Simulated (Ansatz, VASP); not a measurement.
# Ga2O3 (partly crystallised Ga2O3): VASP beside Ansatz

Wanted: the spread between two codes on one cell, functional and k mesh. The structure shown is the start of the Ansatz relaxation below; VASP solves that cell, so the two are compared at the walk's first step.

Main program and level: Ansatz 0.2.0; plane waves, with VASP 6.6.1 beside it; single point at PBE.

## 1. The starting structure

The cell holds 115 atoms: 46 Ga and 69 O. Its edges and angles: a = 10.540 Å, b = 10.540 Å, c = 10.540 Å, α = 90.0°, β = 90.0°, γ = 90.0°. As first built, before any earlier steps moved the atoms (in the runner's words): 115 atoms (46 Fe, 69 O) placed at random at 4.28 g/cm^3, melted at 4500 K for 20 ps at fixed volume with the Morse and Coulomb pair potential with partial charges (Pedone, Malavasi, Menziani, Cormack and Segre, J. Phys. Chem. B 110, 11780 (2006)). Quenched from 4500 K to 300 K at 10 K/ps and fixed volume, held 20 ps at zero pressure. Then Fe was replaced by Ga (the potential has no terms for the new elements, so the cell is a start for a DFT relaxation).

## 2. Ansatz: relaxation, PBE

Ansatz runs on its default PAW (the set named soft_2) files.

The two programs are compared at the cell with which this relaxation starts, whose forces are those of its first step.

File input.yaml:

```yaml
crystal:
  lattice:
    - [10.53993, 0.0, 0.0]
    - [0.0, 10.53993, 0.0]
    - [0.0, 0.0, 10.53993]
  atoms:
    - { symbol: Ga, position: [0.60841, 0.10518, 0.10116] }
    - { symbol: Ga, position: [0.32266, 0.52044, 0.97046] }
    - { symbol: Ga, position: [0.0146, 0.04058, 0.51378] }
    - { symbol: Ga, position: [0.73926, 0.06458, 0.55623] }
    - { symbol: Ga, position: [0.0557, 0.70292, 0.81331] }
    - { symbol: Ga, position: [0.43336, 0.78342, 0.99582] }
    - { symbol: Ga, position: [0.11735, 0.42062, 0.83193] }
    - { symbol: Ga, position: [0.95683, 0.56983, 0.32937] }
    - { symbol: Ga, position: [0.87244, 0.5375, 0.01663] }
    - { symbol: Ga, position: [0.13387, 0.43021, 0.5693] }
    - { symbol: Ga, position: [0.58324, 0.49964, 0.92912] }
    - { symbol: Ga, position: [0.20739, 0.44156, 0.27266] }
    - { symbol: Ga, position: [0.31461, 0.70496, 0.27762] }
    - { symbol: Ga, position: [0.70943, 0.74873, 0.911] }
    - { symbol: Ga, position: [0.70683, 0.28059, 0.84968] }
    - { symbol: Ga, position: [0.355, 0.95067, 0.21068] }
    - { symbol: Ga, position: [0.76213, 0.37374, 0.19678] }
    - { symbol: Ga, position: [0.08389, 0.94503, 0.26897] }
    - { symbol: Ga, position: [0.81116, 0.9331, 0.33481] }
    - { symbol: Ga, position: [0.49528, 0.4118, 0.22693] }
    - { symbol: Ga, position: [0.33093, 0.66151, 0.72118] }
    - { symbol: Ga, position: [0.94613, 0.20546, 0.7292] }
    - { symbol: Ga, position: [0.38348, 0.52122, 0.47562] }
    - { symbol: Ga, position: [0.87161, 0.08918, 0.05526] }
    - { symbol: Ga, position: [0.84749, 0.5653, 0.67319] }
    - { symbol: Ga, position: [0.60624, 0.74757, 0.5906] }
    - { symbol: Ga, position: [0.15164, 0.0256, 0.99298] }
    - { symbol: Ga, position: [0.42136, 0.02026, 0.90485] }
    - { symbol: Ga, position: [0.03713, 0.32769, 0.09521] }
    - { symbol: Ga, position: [0.27041, 0.82772, 0.51308] }
[... 79 atom lines left out ...]
    - { symbol: O, position: [0.43465, 0.12846, 0.43096] }
    - { symbol: O, position: [0.57228, 0.91666, 0.96724] }
    - { symbol: O, position: [0.08348, 0.30738, 0.26632] }
    - { symbol: O, position: [0.37609, 0.23795, 0.65371] }
    - { symbol: O, position: [0.7771, 0.69241, 0.09603] }
    - { symbol: O, position: [0.34986, 0.29526, 0.2341] }
kpoints:
  mp_grid: { grid: [1, 1, 1] }
hamiltonian:
  xc: pbe
scf:
  occupations: { method: fixed }
output:
  forces: true
relax:
  f_tol: 0.05
  max_steps: 150
  cell: {}
```

Run with:

```console
ansatz run input.yaml --threads 4 --pin off --max-ram 8192MiB --backend cpu --events-out ev --progress --plain --runs-dir out
```

Numbers of over 12 decimals in the logs are rounded to 6 here.

What it wrote:

```text
Engine: ansatz 0.2.0, x86_64-unknown-linux-gnu
Pseudopotentials: kind: paw
Pseudopotential: Ga, paw, valence charge 13, recommended cutoff 420 eV (normal), Ga.paw.azcp
Pseudopotential: O, paw, valence charge 6, recommended cutoff 420 eV (normal), O.paw.azcp
Functional definition: PBE
  parameter kappa = 0.804
  parameter beta = 0.066725
  exchange = pbe_x(kappa = kappa, mu = beta*pi^2/3)
  correlation = pbe_c(beta = beta)
Crystal: 115 atoms, lattice volume = 1170.882 Å³
Basis set: ecut = 420 eV, 22983 PW (Γ), exchange–correlation on 144×144×144 points (8 copies of the dense FFT grid, shifted against one another)
Bands: 621, of which v1, the nominal top of the filled ones, is band 506 counted from 1 (505 counted from 0)
Symmetry: 1 space group operations
Space group: P1 (ITA 1), of the structure as read, at distance tolerance 1.1e-4 Å
k-points: 1
Non-local potential: Ga, projectors of the file, l = 0: 2, l = 1: 2, l = 2: 3, l = 3: 1
Non-local potential: O, projectors of the file, l = 0: 2, l = 1: 2, l = 2: 1
PAW form: soft (Blöchl's): semilocal exchange-correlation on the pseudo side does not see the compensation charge
PAW one-centre angular grid: Ga, 590 points (default); XC on 64 Gauss nodes
PAW one-centre angular grid: O, 110 points (default); XC on 64 Gauss nodes
Initial density: superposition of atomic densities (neutral atoms: chi_scale 0, normalization atom), corrected by the library's trained network
Initial wavefunctions: pseudopotential atomic-orbital guess
Functional: x = pbe(κ = 0.804, μ = 0.219515), c = pbe(β = 0.066725)
SCF iter   1: F=—  HF=-213183.220666 eV  |F-HF|=—  |Δ(HF+E_count)|=         —  Δρ=3.10e-3  dr2=2.00e-1  ethr=1.77e-3  ⟨swp⟩=5.0  Hψ=1774  notcnv=0  defer=113
preconditioner: auto → Resta (q_TF=auto, 2.663 Å⁻¹)  ε∞=4.8  [insulator: Δε(μ)=1.299 eV  Ē_g=17.618 eV  n_scr=364 (ndim 8)  ℏωp=34.5 eV  f_vac=0.035  ε∞_Penn≈4.8]
SCF iter   2: F=—  HF=-213183.183701 eV  |F-HF|=—  |Δ(HF+E_count)|=   3.70e-2  Δρ=1.60e-3  dr2=4.12e-2  ethr=1.98e-5  ⟨swp⟩=2.0  Hψ=1181  notcnv=0  defer=113
SCF iter   3: F=—  HF=-213183.179752 eV  |F-HF|=—  |Δ(HF+E_count)|=   3.95e-3  Δρ=6.78e-4  dr2=1.12e-2  ethr=4.07e-6  ⟨swp⟩=2.0  Hψ=955  notcnv=0  defer=113
SCF iter   4: F=—  HF=-213183.178184 eV  |F-HF|=—  |Δ(HF+E_count)|=   1.57e-3  Δρ=2.58e-4  dr2=6.91e-4  ethr=1.10e-6  ⟨swp⟩=2.0  Hψ=955  notcnv=0  defer=113
SCF iter   5: F=—  HF=-213183.178190 eV  |F-HF|=—  |Δ(HF+E_count)|=   5.12e-6  Δρ=1.38e-4  dr2=2.07e-4  ethr=6.82e-8  ⟨swp⟩=2.0  Hψ=980  notcnv=0  defer=113
SCF iter   6: F=—  HF=-213183.178192 eV  |F-HF|=—  |Δ(HF+E_count)|=   2.75e-6  Δρ=3.98e-5  dr2=1.70e-5  ethr=2.04e-8  ⟨swp⟩=2.0  Hψ=1005  notcnv=0  defer=108
SCF iter   7: F=—  HF=-213183.179849 eV  |F-HF|=—  |Δ(HF+E_count)|=   1.66e-3  Δρ=2.19e-5  dr2=5.29e-6  ethr=1.68e-9  ⟨swp⟩=2.0  Hψ=1111  notcnv=0  defer=108
SCF iter   8: F=—  HF=-213183.179851 eV  |F-HF|=—  |Δ(HF+E_count)|=   1.69e-6  Δρ=6.89e-6  dr2=6.73e-7  ethr=5.22e-10  ⟨swp⟩=2.0  Hψ=1003  notcnv=0  defer=108
SCF iter   9: F=—  HF=-213183.179851 eV  |F-HF|=—  |Δ(HF+E_count)|=   5.45e-7  Δρ=4.51e-6  dr2=2.32e-7  ethr=6.65e-11  ⟨swp⟩=2.0  Hψ=1015  notcnv=0  defer=108
SCF iter  10: F=-213183.179851 eV  HF=-213183.179851 eV  |F-HF|=1.98e-8  |Δ(HF+E_count)|=   3.33e-8  Δρ=1.31e-6  dr2=2.53e-8  ethr=9.88e-12  ⟨swp⟩=4.0  Hψ=2057  notcnv=0
SCF 1 converged in 10 iterations: F = -213183.179851 eV  dr2 = 2.53e-8
  greatest PAW one-centre occupation: 0.999 electrons in one spin orbital (limit 2), on the Ga atom at site 33 (counted from 0), in its partial waves of l = 2
relax step   1: F+E_penalty+E_count = -213183.17985129 eV  Δ(F+E_penalty+E_count) = +0.000e0 eV  max|allowed force component| = 2.644e0 eV/Å  Δτ_max = 0.0000 Å  P = +9.292 GPa  Ω = 1170.882 Å³  (10 SCF iters, dr2 threshold 1.00e-7 eV, accepted)
Crystal: 115 atoms, lattice volume = 1214.374 Å³
Basis set: ecut = 420 eV, 23707 PW (Γ), exchange–correlation on 144×144×144 points (8 copies of the dense FFT grid, shifted against one another)
Initial density: handed on by an earlier stage of this run
Initial wavefunctions: those handed on with the density
iter 1 solved again at ethr=3.18e-4 eV; its pass at ethr=3.10e-3 eV (dr2=3.22e0 eV) is discarded
SCF iter   1: F=—  HF=-213189.326564 eV  |F-HF|=—  |Δ(HF+E_count)|=         —  Δρ=2.87e-2  dr2=3.21e0  ethr=3.18e-4  ⟨swp⟩=1.0  Hψ=2622  notcnv=0  defer=111
preconditioner: auto → Resta (q_TF=auto, 2.647 Å⁻¹)  ε∞=4.8  [insulator: Δε(μ)=1.270 eV  Ē_g=17.371 eV  n_scr=380 (ndim 8)  ℏωp=33.9 eV  f_vac=0.045  ε∞_Penn≈4.8]
SCF iter   2: F=—  HF=-213188.574847 eV  |F-HF|=—  |Δ(HF+E_count)|=   7.52e-1  Δρ=1.42e-2  dr2=7.74e-1  ethr=3.18e-4  ⟨swp⟩=2.0  Hψ=952  notcnv=0  defer=113
SCF iter   3: F=—  HF=-213188.502438 eV  |F-HF|=—  |Δ(HF+E_count)|=   7.24e-2  Δρ=2.90e-3  dr2=8.35e-2  ethr=7.65e-5  ⟨swp⟩=3.0  Hψ=954  notcnv=0  defer=113
[...]
- { symbol: Ga, position: [0.904823, 0.554781, 0.018298] }
    - { symbol: Ga, position: [0.084735, 0.399107, 0.558409] }
    - { symbol: Ga, position: [0.549662, 0.493651, 0.950793] }
    - { symbol: Ga, position: [0.203176, 0.425999, 0.274762] }
    - { symbol: Ga, position: [0.343444, 0.710086, 0.301757] }
    - { symbol: Ga, position: [0.713503, 0.733070, 0.910427] }
    - { symbol: Ga, position: [0.714974, 0.301610, 0.885861] }
    - { symbol: Ga, position: [0.360999, 0.943811, 0.202534] }
    - { symbol: Ga, position: [0.747304, 0.385566, 0.181899] }
    - { symbol: Ga, position: [0.082396, 0.963225, 0.246850] }
    - { symbol: Ga, position: [0.807050, 0.939136, 0.312782] }
    - { symbol: Ga, position: [0.489396, 0.429648, 0.222826] }
    - { symbol: Ga, position: [0.385000, 0.642589, 0.710346] }
    - { symbol: Ga, position: [0.934921, 0.182283, 0.721645] }
    - { symbol: Ga, position: [0.367278, 0.493592, 0.469895] }
    - { symbol: Ga, position: [0.873156, 0.110299, 0.044490] }
    - { symbol: Ga, position: [0.837389, 0.499501, 0.715871] }
    - { symbol: Ga, position: [0.530359, 0.868415, 0.694849] }
    - { symbol: Ga, position: [0.126056, 0.051423, 0.954378] }
    - { symbol: Ga, position: [0.423043, 0.032149, 0.916110] }
    - { symbol: Ga, position: [0.044220, 0.309212, 0.105506] }
    - { symbol: Ga, position: [0.290268, 0.827470, 0.523357] }
    - { symbol: Ga, position: [0.958171, 0.926058, 0.784433] }
    - { symbol: Ga, position: [0.693124, 0.992104, 0.848306] }
[...]
- { symbol: Ga, position: [0.224607, 0.131672, 0.666732] }
    - { symbol: Ga, position: [0.593753, 0.218250, 0.363513] }
    - { symbol: Ga, position: [0.933884, 0.256207, 0.370377] }
    - { symbol: Ga, position: [0.134903, 0.690348, 0.141163] }
    - { symbol: Ga, position: [0.499655, 0.127410, 0.605215] }
    - { symbol: Ga, position: [0.288862, 0.167749, 0.366362] }
    - { symbol: Ga, position: [0.552172, 0.943660, 0.385781] }
    - { symbol: Ga, position: [0.636201, 0.706115, 0.199862] }
    - { symbol: O, position: [0.106751, 0.580827, 0.271313] }
    - { symbol: O, position: [0.626346, 0.533626, 0.221364] }
    - { symbol: O, position: [0.00839285, 0.518730, 0.669875] }
    - { symbol: O, position: [0.306700, 0.962730, 0.630109] }
    - { symbol: O, position: [0.106697, 0.888770, 0.871847] }
    - { symbol: O, position: [0.970737, 0.125674, 0.891477] }
    - { symbol: O, position: [0.334791, 0.930388, 0.036427] }
    - { symbol: O, position: [0.194024, 0.421876, 0.096214] }
    - { symbol: O, position: [0.904319, 0.176795, 0.540760] }
    - { symbol: O, position: [0.898737, 0.663032, 0.444870] }
    - { symbol: O, position: [0.879834, 0.499906, 0.186074] }
    - { symbol: O, position: [0.965105, 0.781201, 0.686901] }
    - { symbol: O, position: [0.845102, 0.891348, 0.916851] }
    - { symbol: O, position: [0.404972, 0.550023, 0.850775] }
    - { symbol: O, position: [0.586232, 0.968165, 0.557289] }
    - { symbol: O, position: [0.879319, 0.250922, 0.137676] }
    - { symbol: O, position: [0.643217, 0.218007, 0.565340] }
    - { symbol: O, position: [0.112995, 0.877129, 0.475333] }
    - { symbol: O, position: [0.861161, 0.930592, 0.485643] }
    - { symbol: O, position: [0.956681, 0.411011, 0.451984] }
    - { symbol: O, position: [0.380438, 0.487763, 0.636522] }
    - { symbol: O, position: [0.021676, 0.992268, 0.084126] }
    - { symbol: O, position: [0.055498, 0.043678, 0.677297] }
    - { symbol: O, position: [0.225683, 0.730920, 0.689761] }
[...]
- { symbol: O, position: [0.097404, 0.287376, 0.701075] }
    - { symbol: O, position: [0.673420, 0.823172, 0.318361] }
    - { symbol: O, position: [0.449396, 0.139509, 0.433594] }
    - { symbol: O, position: [0.580230, 0.949979, 0.978855] }
    - { symbol: O, position: [0.072243, 0.309677, 0.271212] }
    - { symbol: O, position: [0.368583, 0.228919, 0.665871] }
    - { symbol: O, position: [0.761207, 0.729074, 0.078607] }
    - { symbol: O, position: [0.333131, 0.289400, 0.249303] }
```

## 3. VASP: single point, PBE, start cell

The same cell, functional and mesh now go to VASP, with its own data sets.

Lines of VASP's logs that name or quote its potential files are left out, and so is its time.

File INCAR:

```
SYSTEM = Ga2O3
PREC = Accurate
ENCUT = 520
EDIFF = 1E-06
NELM = 120
ISMEAR = 0
SIGMA = 0.01
LREAL = Auto
ALGO = Normal
GGA = PE
NBANDS = 592
LORBIT = 11
LWAVE = .FALSE.
LCHARG = .FALSE.
ISIF = 2
LASPH = .TRUE.
GGA_COMPAT = .FALSE.
EFERMI = MIDGAP
NCORE = 4
```

File POSCAR:

```
Ga2O3
1.0
   10.5399300000      0.0000000000      0.0000000000
    0.0000000000     10.5399300000      0.0000000000
    0.0000000000      0.0000000000     10.5399300000
Ga O
46 69
Direct
    0.6084101128      0.1051809642      0.1011581671
    0.3226586894      0.5204398891      0.9704618532
    0.0146016150      0.0405790171      0.5137795033
    0.7392553840      0.0645829716      0.5562276030
    0.0557024572      0.7029173818      0.8133071093
    0.4333615119      0.7834207628      0.9958225529
    0.1173537206      0.4206194918      0.8319315214
    0.9568279865      0.5698330065      0.3293665138
    0.8724441244      0.5374988259      0.0166319890
    0.1338718568      0.4302115858      0.5693016937
    0.5832391676      0.4996427870      0.9291238177
    0.2073922692      0.4415589098      0.2726583573
    0.3146130952      0.7049572435      0.2776204396
    0.7094259639      0.7487336254      0.9110022552
    0.7068263262      0.2805900988      0.8496830624
    0.3550023577      0.9506704504      0.2106845112
    0.7621302988      0.3737406226      0.1967755004
    0.0838905002      0.9450347393      0.2689676307
    0.8111628825      0.9330991762      0.3348124703
    0.4952784316      0.4117959038      0.2269275033
    0.3309319891      0.6615129322      0.7211812602
    0.9461258282      0.2054567725      0.7291983913
    0.3834845203      0.5212178829      0.4756198571
    0.8716092042      0.0891846530      0.0552565340
    0.8474913970      0.5652978720      0.6731923267
    0.6062374228      0.7475666347      0.5906016454
    0.1516423733      0.0255978930      0.9929762342
    0.4213595346      0.0202563015      0.9048542068
    0.0371254838      0.3276871858      0.0952093610
    0.2704097655      0.8277189697      0.5130774113
[... 79 atom lines left out ...]
    0.4346518430      0.1284638513      0.4309611164
    0.5722808406      0.9166569417      0.9672360253
    0.0834825279      0.3073834456      0.2663205543
    0.3760935794      0.2379522445      0.6537140190
    0.7771019352      0.6924144658      0.0960253057
    0.3498600086      0.2952581279      0.2341002265
```

File KPOINTS:

```
Automatic mesh
0
Gamma
1 1 1
0 0 0
```

PAW data sets: Ga_d and O (PBE family, release 64).

Run with:

```console
mpirun -np 16 vasp_gam
```

What it wrote:

```text
[banner, memory and clock lines left out]
running   16 mpi-ranks, on    1 nodes
[...]
LDA part: xc-table for (Slater+PW92), standard interpolation
 POSCAR, INCAR and KPOINTS ok, starting setup
[...]
entering main loop
       N       E                     dE             d eps       ncg     rms          rms(c)
DAV:   1     0.303594612938E+05    0.30359E+05   -0.33976E+05  1184   0.370E+03
DAV:   2     0.713388118802E+04   -0.23226E+05   -0.22114E+05  1184   0.106E+03
DAV:   3     0.341636992357E+03   -0.67922E+04   -0.64069E+04  1488   0.395E+02
DAV:   4    -0.660781493552E+03   -0.10024E+04   -0.97431E+03  1336   0.159E+02
[...]
DAV:  21    -0.657913164178E+03   -0.20582E-05   -0.36393E-05  1808   0.266E-02    0.323E-03
DAV:  22    -0.657913165797E+03   -0.16184E-05   -0.19246E-05  1224   0.182E-02    0.227E-03
DAV:  23    -0.657913165940E+03   -0.14297E-06   -0.27785E-06   888   0.171E-02
   1 F= -.65791317E+03 E0= -.65791317E+03  d E =0.000000E+00
```

Parts of OUTCAR (step 3):

```text
  Total       90.0452164     52.6894904     78.3179627      4.4619863      6.7846622      7.4660200
  in kB      123.2134304     72.0976984    107.1664352      6.1055618      9.2837969     10.2161334
  external PRESSURE =     100.8258547 kB  Pullay stress =       0.0000000 kB

  FREE ENERGIE OF THE ION-ELECTRON SYSTEM (eV)
  ---------------------------------------------------
  free  energy   TOTEN  =      -657.9131659395 eV

  energy  without entropy=     -657.9131659395  energy(sigma->0) =     -657.91316594

[... 3 further parts left out ...]
[key lines of the parts left out:]
E-fermi :   5.4352
```

The run ends at a pressure of 10.08 GPa, with forces up to 2.8 eV/Å.

## 4. Comparison

Known differences besides the potentials themselves: fixed occupations in Ansatz, narrow Gaussian smearing in VASP; the cutoff is 420 eV in Ansatz and 520 eV in VASP (PREC = Accurate, projectors in real space). Total energies have different zeros and are not compared.

Forces on 10 of the 115 atoms, those with the largest forces and the largest differences (eV/Å; atoms numbered as in POSCAR):

```csv
atom,"Ansatz x, y, z","VASP x, y, z"
Ga9,"-0.531, 0.388, -2.079","-0.533, 0.383, -2.090"
Ga22,"-2.182, -0.382, -0.158","-2.175, -0.368, -0.145"
Ga25,"1.786, -0.140, 1.310","1.767, -0.145, 1.268"
Ga28,"1.422, 1.615, -0.658","1.425, 1.625, -0.668"
Ga35,"-1.643, -0.235, 0.129","-1.592, -0.287, 0.098"
Ga43,"0.529, -0.825, 2.644","0.524, -0.816, 2.656"
Ga45,"1.432, 0.159, -1.809","1.410, 0.175, -1.826"
O70,"-0.057, -0.041, -0.124","-0.118, -0.061, -0.140"
O78,"0.186, 0.190, -0.182","0.212, 0.126, -0.146"
O92,"-0.766, -1.128, -1.549","-0.760, -1.108, -1.539"
```

The forces differ by 19 meV/Å r.m.s., which is 2.8 % of the r.m.s. force of 0.695 eV/Å (both taken over all components).

## 5. What the set-up changes

Further runs change the set-up of one program: Ansatz's method, potentials or start, or VASP's data sets, cutoff or form of LDA. The table gives that difference for each run.

```csv
run,r.m.s. force difference (meV/Å)
as above,19
VASP with a cutoff of 600 eV (perhaps on Ansatz's relaxed cell),17
```

## 6. Results

* r.m.s. force difference (single point, PBE, start cell): 2.8 % of the r.m.s. force

**Reading.** The r.m.s. force difference is 2.8 % of the r.m.s. force (single point, PBE, start cell), within the 3 % picked in this series as the mark of a large difference. How closely two codes agree says nothing of how well the functional describes the real material.

[Lines on the potential files, build, host, timing and source positions are cut from VASP's logs without a mark.]

[Logs are printed without paths, hosts, clocks, repeated set-up lines and the standing remarks that a program may print on its own settings, such as how far it seeks lower states.]

[Hosts, paths, dates, database ids (printed as entryN), source tags and the programs' standing remarks are cut or masked in the printed files.]

[Rows of further runs with another cutoff or data set may stand on the cell that Ansatz relaxed, not on the start cell of the pair above them.]
